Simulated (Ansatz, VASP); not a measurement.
# Cross-check of BAs between VASP and Ansatz

Wanted: the spread between two codes on one cell, functional and k mesh. The cell is taken from a series of runs on this material, whose earlier steps may have relaxed, scaled, displaced or heated it; both programs get it as it stands.

Method: plane waves, with VASP 6.6.1 beside it; relaxation of cell and atoms at r2SCAN, spin-orbit coupling, in Ansatz 0.2.0.

### 1. The structure

Symmetry: F-43m, No. 216, cubic system. The conventional cell has a = 4.782 Å, b = 4.782 Å, c = 4.782 Å, α = 90.00°, β = 90.00°, γ = 90.00°. Nearest to B lie 4 As at 2.07 Å. Nearest to As lie 4 B at 2.07 Å. Farther neighbours are not listed.

As a file:

```cif
data_structure
_symmetry_space_group_name_H-M 'F-43m'
_symmetry_Int_Tables_number 216
_cell_length_a 4.7824
_cell_length_b 4.7824
_cell_length_c 4.7824
_cell_angle_alpha 90.000
_cell_angle_beta 90.000
_cell_angle_gamma 90.000
_cell_volume 109.38
loop_
_atom_site_label
_atom_site_type_symbol
_atom_site_symmetry_multiplicity
_atom_site_Wyckoff_symbol
_atom_site_fract_x
_atom_site_fract_y
_atom_site_fract_z
_atom_site_occupancy
B1 B 4 a 0.00000 0.00000 0.00000 1
As1 As 4 c 0.25000 0.25000 0.25000 1
```

### 2. VASP: relaxation of cell and atoms, r2SCAN, spin-orbit coupling, pair 1

The relaxed volume is the usual yardstick between codes: in a stiff, nearly cubic crystal its relative difference is about their pressure difference at one cell divided by the bulk modulus.

Lines of VASP's logs that name or quote its potential files are left out, and so is its time.

INCAR reads:

```
SYSTEM = BAs
PREC = Accurate
ENCUT = 550
EDIFF = 1E-07
NELM = 200
ISMEAR = 0
SIGMA = 0.01
LREAL = .FALSE.
ALGO = Normal
METAGGA = R2SCAN
LASPH = .TRUE.
LNONCOLLINEAR = .TRUE.
MAGMOM = 0 0 0 0 0 0
NBANDS = 20
GGA_COMPAT = .FALSE.
LSORBIT = .TRUE.
LORBIT = 11
LWAVE = .FALSE.
LCHARG = .FALSE.
ISIF = 3
IBRION = 2
NSW = 80
EDIFFG = -0.005
NELMIN = 4
EFERMI = MIDGAP
LMIXTAU = .TRUE.
KPAR = 2
```

POSCAR reads:

```
BAs
1.0
    0.0000000000      2.3912140000      2.3912140000
    2.3912140000      0.0000000000      2.3912140000
    2.3912140000      2.3912140000      0.0000000000
B As
1 1
Direct
    0.0000000000      0.0000000000      0.0000000000
    0.7500000000      0.7500000000      0.7500000000
```

KPOINTS reads:

```
Automatic mesh
0
Gamma
8 8 8
0 0 0
```

PAW data sets: B and As (PBE family, release 64).

Run with:

```sh
> mpirun -np 2 vasp_ncl
```

Numbers of over 12 decimals in the logs are rounded to 6 here.

The log of the run:

```text
[banner, memory and clock lines left out]
running    2 mpi-ranks, on    1 nodes
 distrk:  each k-point on    1 cores,    2 groups
 distr:  one band on    1 cores,    1 groups

 POSCAR found type information on POSCAR B As
 POSCAR found :  2 types and       2 ions
|                                                                             |
|               ----> ADVICE to this user running VASP <----                  |
|                                                                             |
|     You enforced a specific xc type in the INCAR file but a different       |
|     [... a line on the potential file left out ...]
|     I HOPE YOU KNOW WHAT YOU ARE DOING!                                     |
|                                                                             |

 LDA part: xc-table for (None), standard interpolation
 POSCAR, INCAR and KPOINTS ok, starting setup
 FFT: planning ... GRIDC
 FFT: planning ... GRID_SOFT
 FFT: planning ... GRID
 WAVECAR not read
 entering main loop
       N       E                     dE             d eps       ncg     rms          rms(c)
DAV:   1     0.698492949367E+01    0.69849E+01   -0.35256E+03  1720   0.764E+02
DAV:   2    -0.225049246750E+02   -0.29490E+02   -0.26982E+02  2312   0.137E+02
DAV:   3    -0.238515576040E+02   -0.13466E+01   -0.13319E+01  2168   0.254E+01
DAV:   4    -0.238572491820E+02   -0.56916E-02   -0.56900E-02  2052   0.186E+00
DAV:   5    -0.238572623852E+02   -0.13203E-04   -0.13203E-04  2020   0.983E-02    0.496E+00
DAV:   6    -0.222069802376E+02    0.16503E+01   -0.44330E-01  1848   0.582E+00    0.285E+00
DAV:   7    -0.220486295968E+02    0.15835E+00   -0.13992E-01  1812   0.371E+00    0.831E-01
DAV:   8    -0.220306058202E+02    0.18024E-01   -0.16417E-01  1748   0.355E+00    0.418E-01
DAV:   9    -0.222275019958E+02   -0.19690E+00   -0.20284E-02  1912   0.126E+00    0.167E-01
DAV:  10    -0.222407338282E+02   -0.13232E-01   -0.17296E-03  1952   0.349E-01    0.148E-01
DAV:  11    -0.222595185471E+02   -0.18785E-01   -0.15986E-03  1812   0.440E-01    0.691E-02
DAV:  12    -0.222646212880E+02   -0.51027E-02   -0.30332E-03  1836   0.532E-01    0.251E-02
DAV:  13    -0.222646881038E+02   -0.66816E-04   -0.70476E-05  1984   0.746E-02    0.143E-02
DAV:  14    -0.222647036256E+02   -0.15522E-04   -0.22075E-05  1876   0.433E-02    0.498E-03
DAV:  15    -0.222647122812E+02   -0.86556E-05   -0.39377E-06  1904   0.216E-02    0.311E-03
DAV:  16    -0.222647127964E+02   -0.51519E-06   -0.21826E-07  2024   0.520E-03    0.226E-03
DAV:  17    -0.222647120508E+02    0.74557E-06   -0.29060E-07  2016   0.490E-03    0.280E-04
DAV:  18    -0.222647123137E+02   -0.26297E-06   -0.24326E-08  1236   0.167E-03    0.132E-04
DAV:  19    -0.222647123121E+02    0.16278E-08   -0.22807E-09  1092   0.414E-04
   1 F= -.22264712E+02 E0= -.22264712E+02  d E =-.222647E+02  mag=    -0.0000    -0.0000     0.0000
 curvature:   0.00 expect dE= 0.000E+00 dE for cont linesearch  0.000E+00
 trial: gam= 0.00000 g(F)=  0.633E-48 g(S)=  0.288E-03 ort = 0.000E+00 (trialstep = 0.100E+01)
 search vector abs. value=  0.288E-03
 bond charge predicted
       N       E                     dE             d eps       ncg     rms          rms(c)
DAV:   1    -0.222648048435E+02   -0.92530E-04   -0.34956E-03  1988   0.466E-01    0.713E-02
DAV:   2    -0.222647628605E+02    0.41983E-04   -0.16129E-04  1856   0.107E-01    0.416E-02
DAV:   3    -0.222647188651E+02    0.43995E-04   -0.74584E-05  1804   0.662E-02    0.176E-02
DAV:   4    -0.222647411674E+02   -0.22302E-04   -0.83948E-06  1836   0.305E-02    0.141E-02
DAV:   5    -0.222647298417E+02    0.11326E-04   -0.32338E-06  1840   0.165E-02    0.603E-03
DAV:   6    -0.222647389389E+02   -0.90972E-05   -0.24137E-06  1804   0.169E-02    0.338E-03
DAV:   7    -0.222647380940E+02    0.84486E-06   -0.84619E-07  1844   0.918E-03    0.839E-04
DAV:   8    -0.222647389011E+02   -0.80709E-06   -0.86191E-08  1792   0.306E-03    0.314E-04
DAV:   9    -0.222647388769E+02    0.24215E-07   -0.86889E-09  1120   0.110E-03
   2 F= -.22264739E+02 E0= -.22264739E+02  d E =-.265648E-04  mag=    -0.0000     0.0000    -0.0000
 trial-energy change:   -0.000027  1 .order   -0.000034   -0.000288    0.000219
 step:   0.5450(harm=  0.5675)  dis= 0.00000  next Energy=   -22.264789 (dE=-0.772E-04)
 bond charge predicted
       N       E                     dE             d eps       ncg     rms          rms(c)
DAV:   1    -0.222647984989E+02   -0.59598E-04   -0.72412E-04  1972   0.212E-01    0.325E-02
DAV:   2    -0.222647904217E+02    0.80772E-05   -0.33313E-05  1844   0.485E-02    0.190E-02
DAV:   3    -0.222647844034E+02    0.60183E-05   -0.15463E-05  1796   0.301E-02    0.809E-03
DAV:   4    -0.222647888486E+02   -0.44451E-05   -0.17199E-06  1820   0.138E-02    0.647E-03
DAV:   5    -0.222647881423E+02    0.70625E-06   -0.66308E-07  1832   0.746E-03    0.276E-03
DAV:   6    -0.222647891533E+02   -0.10110E-05   -0.48908E-07  1788   0.760E-03    0.154E-03
DAV:   7    -0.222647898577E+02   -0.70439E-06   -0.17153E-07  1844   0.413E-03    0.384E-04
DAV:   8    -0.222647897031E+02    0.15462E-06   -0.17983E-08  1156   0.141E-03    0.155E-04
DAV:   9    -0.222647897301E+02   -0.27072E-07   -0.19725E-09   972   0.539E-04
   3 F= -.22264790E+02 E0= -.22264790E+02  d E =-.774180E-04  mag=    -0.0000     0.0000    -0.0000
 curvature:  -0.28 expect dE=-0.114E-06 dE for cont linesearch -0.114E-06
 trial: gam=-0.03608 g(F)=  0.475E-48 g(S)=  0.404E-06 ort = 0.108E-04 (trialstep = 0.909E+00)
 search vector abs. value=  0.668E-09
 reached required accuracy - stopping structural energy minimisation
```

OUTCAR, selected parts (step 2):

```text
ion  position               nearest neighbor table
   1  0.000  0.000  0.000-   2 2.07   2 2.07   2 2.07   2 2.07
   2  0.750  0.750  0.750-   1 2.07   1 2.07   1 2.07   1 2.07

  LATTYP: Found a face centered cubic cell.
 ALAT       =     4.7824280000

 Subroutine GETGRP returns: Found 24 space group operations
 (whereof 24 operations were pure point group operations)

The static configuration has the point symmetry T_d .

 Found     43 irreducible k-points:

   k-points           NKPTS =     43   k-points in BZ     NKDIM =     43   number of bands    NBANDS=     20

   dimension x,y,z NGX =    28 NGY =   28 NGZ =   28
   dimension x,y,z NGXF=    56 NGYF=   56 NGZF=   56

   ENCUT  =  550.0 eV  40.42 Ry    6.36 a.u.   6.47  6.47  6.47*2*pi/ulx,y,z

   NELECT =       8.0000    total number of electrons

 k-points in reciprocal lattice and weights: Automatic mesh
   0.00000000  0.00000000  0.00000000       0.002
   0.12500000  0.00000000  0.00000000       0.008
  -0.12500000  0.00000000  0.00000000       0.008
   0.25000000  0.00000000  0.00000000       0.008
  -0.25000000  0.00000000  0.00000000       0.008
   0.37500000  0.00000000  0.00000000       0.008
  -0.37500000  0.00000000  0.00000000       0.008
   0.50000000  0.00000000  0.00000000       0.008
   0.12500000  0.12500000  0.00000000       0.012
[...]
-0.37500000  0.50000000  0.12500000       0.023
  -0.25000000  0.50000000  0.25000000       0.012

 average (electrostatic) potential at core
       1 -28.2279       2 -53.3751

 E-fermi :   6.6856

 k-point     1 :       0.0000    0.0000    0.0000
  band No.  band energies     occupation
    ...
      4       5.8128      1.00000
      5       6.0255      1.00000
      6       6.0255      1.00000
      7       6.0255      1.00000
      8       6.0255      1.00000
      9       9.2654      0.00000
     10       9.2654      0.00000
     11       9.4661      0.00000
     12       9.4661      0.00000
     13       9.4661      0.00000
    ...

 k-point     2 :       0.1250    0.0000    0.0000
  band No.  band energies     occupation
    ...
      4       3.8883      1.00000
      5       5.4260      1.00000
      6       5.4260      1.00000
      7       5.5611      1.00000
      8       5.5629      1.00000
      9       9.5906      0.00000
     10       9.5906      0.00000
     11       9.9543      0.00000
     12       9.9543      0.00000
     13      10.0752      0.00000
    ...

 k-point     3 :      -0.1250    0.0000    0.0000
  band No.  band energies     occupation
    ...
      4       3.8883      1.00000
      5       5.4260      1.00000
      6       5.4260      1.00000
      7       5.5611      1.00000
      8       5.5629      1.00000
      9       9.5906      0.00000
     10       9.5906      0.00000
     11       9.9543      0.00000
     12       9.9543      0.00000
     13      10.0752      0.00000
    ...

  Total        0.0023640      0.0023640      0.0023640     -0.0000000     -0.0000000     -0.0000000
  in kB        0.1381628      0.1381628      0.1381628     -0.0000000     -0.0000000     -0.0000000
  external PRESSURE =       0.1381628 kB  Pullay stress =       0.0000000 kB

  energy-cutoff  :      550.00
  volume of cell :       27.41
      direct lattice vectors                 reciprocal lattice vectors
     0.000000000  2.393196353  2.393196353    -0.208925607  0.208925607  0.208925607
     2.393196353  0.000000000  2.393196353     0.208925607 -0.208925607  0.208925607
     2.393196353  2.393196353  0.000000000     0.208925607  0.208925607 -0.208925607

 POSITION                                       TOTAL-FORCE (eV/Angst)
 -----------------------------------------------------------------------------------
      0.00000      0.00000      0.00000         0.000000      0.000000      0.000000
      3.58979      3.58979      3.58979        -0.000000     -0.000000     -0.000000
 -----------------------------------------------------------------------------------
    total drift:                                0.000000      0.000000      0.000000

  FREE ENERGIE OF THE ION-ELECTRON SYSTEM (eV)
  ---------------------------------------------------
  free  energy   TOTEN  =       -22.2647897301 eV

  energy  without entropy=      -22.2647897301  energy(sigma->0) =      -22.26478973

 reached required accuracy - stopping structural energy minimisation

 Spin-Orbit-Coupling matrix elements
 Ion:    1  E_soc:     -0.0000088
 Ion:    2  E_soc:     -0.0204628

 total charge
# of ion       s       p       d       tot
------------------------------------------
    1        0.668   1.160   0.000   1.828
    2        1.172   1.692   0.091   2.955
--------------------------------------------------
tot          1.839   2.852   0.091   4.782

 magnetization (x)
# of ion       s       p       d       tot
------------------------------------------
    1       -0.000  -0.000   0.000  -0.000
    2        0.000  -0.000   0.000  -0.000
--------------------------------------------------
tot         -0.000  -0.000   0.000  -0.000

 magnetization (y)
# of ion       s       p       d       tot
------------------------------------------
    1        0.000  -0.000   0.000  -0.000
    2        0.000   0.000   0.000   0.000
--------------------------------------------------
tot          0.000  -0.000   0.000  -0.000

 magnetization (z)
# of ion       s       p       d       tot
------------------------------------------
    1       -0.000  -0.000   0.000  -0.000
    2        0.000  -0.000  -0.000  -0.000
--------------------------------------------------
tot         -0.000  -0.000  -0.000  -0.000

[... 3 further parts left out ...]
```

CONTCAR:

```
BAs
   1.00000000000000
     0.0000000000000000    2.3931963528058722    2.3931963528058722
     2.3931963528058722    0.0000000000000000    2.3931963528058722
     2.3931963528058722    2.3931963528058722    0.0000000000000000
  B               As
     1     1
Direct
     0.0000000000000000    0.0000000000000000    0.0000000000000000
     0.7500000000000000    0.7500000000000000    0.7500000000000000
```

[end of part 1 of 2]

[Lines on the potential files, build, host, timing and source positions are cut from VASP's logs without a mark.]

[Logs are printed without paths, hosts, clocks, repeated set-up lines and the standing remarks that a program may print on its own settings, such as how far it seeks lower states.]

[Hosts, paths, dates, database ids (printed as entryN), source tags and the programs' standing remarks are cut or masked in the printed files.]
